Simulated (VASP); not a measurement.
Given:

```
CELL_PARAMETERS angstrom
     -2.93621     2.93621     1.59758
      2.93621    -2.93621     1.59758
      2.93621     2.93621    -1.59758
ATOMIC_POSITIONS crystal
  Sn 0.25000 0.75000 0.50000
  Sn 0.00000 0.00000 0.00000
```

Calculation: r2SCAN meta-GGA, VASP's PBE PAW potentials (set 64) (plane waves; VASP). Run with 520 eV cut-off, 14×14×14 Γ-centred mesh, tetrahedra with Blöchl corrections, potentials Sn_d.

**Question.** Give the energies of bands 11 to 17 at the high-symmetry points, in eV from the Fermi level.

**Answer.** 
```tsv
band	Γ	X	M	Z	P	N
11	-11.55	-9.22	-7.84	-6.72	-6.16	-7.16
12	-3.71	-9.22	-7.84	-5.76	-6.16	-5.57
13	-2.12	0.55	-4.95	-3.14	-3.67	-2.34
14	-2.12	0.55	-4.95	-3.01	-3.67	-1.84
15	3.38	1.77	5.32	-3.01	3.66	-1.24
16	6.47	1.77	5.32	3.25	3.66	2.54
17	6.47	6.37	9.78	5.88	4.19	2.99
```

It has no gap at this level: it comes out as a metal or semimetal.

The compound is Sn in the beta structure. It was relaxed first.
